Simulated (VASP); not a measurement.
A run of VASP 6.6.1:

Contents of INCAR:

```
SYSTEM = Ca3ZrN3
PREC = Normal ; ENCUT = 520
EDIFF = 1E-4 ; ISMEAR = 0
SIGMA = 0.15 ; LREAL = .False.
LASPH = .True. ; NELM = 60
ALGO = Fast ; ISIF = 3
LWAVE = .False. ; LCHARG = .False.
GGA = PE ; IBRION = 2
NSW = 24 ; EDIFFG = -0.08
KPAR = 4
```

KPOINTS

```
regular mesh
0
Gamma
  4 4 4
  0 0 0
```

The input POSCAR:

```
Ca3ZrN3
1.0
    2.4521875800      1.4157711600      6.2587347000
   -2.4521875800      1.4157711600      6.2587347000
    0.0000000000     -2.8315423200      6.2587347000
Ca Zr N
3 1 3
Direct
    0.0000000000      0.0000000000      0.0000000000
    0.7980628100      0.7980628100      0.7980628100
    0.2019371900      0.2019371900      0.2019371900
    0.5000000000      0.5000000000      0.5000000000
    0.5000000000      0.5000000000      0.0000000000
    0.0000000000      0.5000000000      0.5000000000
    0.5000000000      0.0000000000      0.5000000000
```

Potentials or basis: VASP PAW PBE potentials, release 64 (Ca_sv, Zr_sv, N).

Command:

```sh
$ cat potpaw_PBE.64/Ca_sv/POTCAR potpaw_PBE.64/Zr_sv/POTCAR potpaw_PBE.64/N/POTCAR > POTCAR
$ mpirun -np 4 vasp_std > vasp.out
```

Hardware: 4 MPI ranks on Intel(R) Xeon(R) 6975P-C (Granite Rapids), on a shared host.

Estimate the wall time of this run.

It took 2.1 min on 4 MPI ranks on Intel(R) Xeon(R) 6975P-C (Granite Rapids) (shared host), peak memory 0.29 GiB a rank. Counts: scf iterations 153, k points 13, ion steps 11.
